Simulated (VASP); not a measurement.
Here is the system:

```
NbSi
1.0
    0.00000     2.54732     2.54732
    2.54732     0.00000     2.54732
    2.54732     2.54732     0.00000
Si Nb
1 1
Cartesian
  0.00000   0.00000   0.00000
  2.54732   2.54732   2.54732
```

Level of theory: PBEsol GGA, VASP's PBE PAW potentials (set 64) (plane waves; VASP). Run with 400 eV cut-off, Gaussian smearing of 0.050 eV, potentials Si Nb_sv.

Give the energies of bands 6 to 11 at the high-symmetry points, in eV from the Fermi level.

| band | Γ | X | U | L | W |
|---|---|---|---|---|---|
| 6 | -1.38 | -3.58 | -4.16 | -6.12 | -3.68 |
| 7 | -1.38 | -3.40 | -3.67 | -3.33 | -3.68 |
| 8 | -1.38 | 0.04 | -2.17 | -3.33 | -3.19 |
| 9 | -0.78 | 0.04 | -0.09 | 1.30 | 1.62 |
| 10 | -0.78 | 0.34 | 1.49 | 1.30 | 1.62 |
| 11 | 2.48 | 2.00 | 2.63 | 2.60 | 1.97 |

It has no gap at this level: it comes out as a metal or semimetal.

The structure was generated: NbSi was put into the rocksalt type (Fm-3m), which need not be its known phase. It was relaxed first, which changed the volume by -22 %. The electron count is odd and the run is not spin-polarised, which forces a metal.
